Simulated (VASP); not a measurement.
Here is a VASP 6.6.1 calculation.

INCAR

```
PREC = Normal
ENCUT = 520
EDIFF = 1E-5
ISMEAR = 0
SIGMA = 0.15
LREAL = Auto
LASPH = T
NELM = 80
ALGO = Fast
ISIF = 2
LWAVE = F
LCHARG = F
GGA = PE
KPAR = 4
```

Contents of KPOINTS:

```
regular mesh
0
Gamma
  4 4 4
```

The input POSCAR:

```
CaZr2N2
1.0
   -3.2593400000      3.2593400000     14.9113000000
    1.6296700000     -1.6296700000      7.4556500000
    1.6296700000      1.6296700000     -7.4556500000
Ca Zr N
2 4 4
Direct
    0.0000000000      0.0000000000      0.0000000000
    0.5000000000      0.0000000000      0.0000000000
    0.3385545000      0.6771090000      0.0000000000
    0.8385545000      0.6771090000      0.0000000000
    0.1614455000      0.3228910000      0.0000000000
    0.6614455000      0.3228910000      0.0000000000
    0.0864295000      0.1728590000      0.0000000000
    0.5864295000      0.1728590000      0.0000000000
    0.4135705000      0.8271410000      0.0000000000
    0.9135705000      0.8271410000      0.0000000000
```

Potentials or basis: VASP PAW PBE potentials, release 64 (Ca_sv, Zr_sv, N).

Command:

```sh
$ cat potpaw_PBE.64/Ca_sv/POTCAR potpaw_PBE.64/Zr_sv/POTCAR potpaw_PBE.64/N/POTCAR > POTCAR
$ mpirun -np 4 vasp_std > vasp.out
```

What does it give for the band gap on the k mesh?

None (metal or under the smearing width).

Predict the pressure.

0.0 GPa.

Estimate the largest force.

0.110 eV/Å.

Stress tensor (GPa, compression positive):
```
 0.01  0.00  0.00
 0.00 -0.03 -0.03
 0.00 -0.03 -0.08
```

Caveat: the k mesh is coarse (spacing up to 0.68 Å⁻¹), so the values aren't converged.
